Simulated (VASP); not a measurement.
VASP runs on In (space group I4/mmm) share one base input (PBE GGA, plane waves, VASP's PBE PAW potentials (set 64)) and change the settings named in each case.

File KPOINTS:
```
K-points
0
Gamma
14 14 14
```

**POSCAR**
```
In
2.5205710
 -0.6537506779   0.6537506779   1.0000000000
  0.6537506779  -0.6537506779   1.0000000000
  0.6537506779   0.6537506779  -1.0000000000
In
1
Cart
  0.0000000000   0.0000000000   0.0000000000
```

**INCAR**
```
ALGO = Normal
EDIFF = 1E-6
ENCUT = 300
GGA = PE
ISIF = 2
ISMEAR = -1
LASPH = T
LCHARG = F
LMAXMIX = 4
LREAL = F
LWAVE = F
NELM = 100
PREC = Accurate
SIGMA = 0.1
SYSTEM = In
```

POTCAR, in this order: In_d (PBE.64 set). Program: vasp_std.

```
change                                                      E(σ→0) (eV/atom)  pressure (GPa)  −TS (eV)
----------------------------------------------------------  ----------------  --------------  --------
base run                                                             -2.5614           -0.37   -0.0142
KPOINTS 15×15×15 Γ-centred mesh shifted by (0.5, 0.5, 0.5)           -2.5595           -0.34   -0.0153
GGA = RP, IVDW = 13                                                  -2.7801           -2.06   -0.0141
ISMEAR = 0                                                           -2.5615           -0.42   -0.0022
EDIFF = 1E-12 (not converged)                                        -2.5614           -0.36   -0.0142
SIGMA = 0.3                                                          -2.5589               …         …
ENCUT = 180                                                          -2.1055          -59.54   -0.0143
```

Q: Complete the blanks.

A: 
- SIGMA = 0.3, pressure (GPa): 0.04
- SIGMA = 0.3, −TS (eV): -0.1439

Energies of different potentials or functionals have different zeros.  Unless said otherwise, spin-orbit coupling is left out, though it shifts the bands of the heavy elements here.

Left out are runs that ran out of time, are held back, or changed the cell or the kind of run, fixed moments of cells without a moment, rows past the twelfth, gaps on odd meshes, pressures of charged cells and columns that move by less than the noise.

The structure comes from a computed database's In entry; how it stands against other phases isn't given here. The cell was not relaxed at this level, its lattice was scaled by up to 2.5 %.
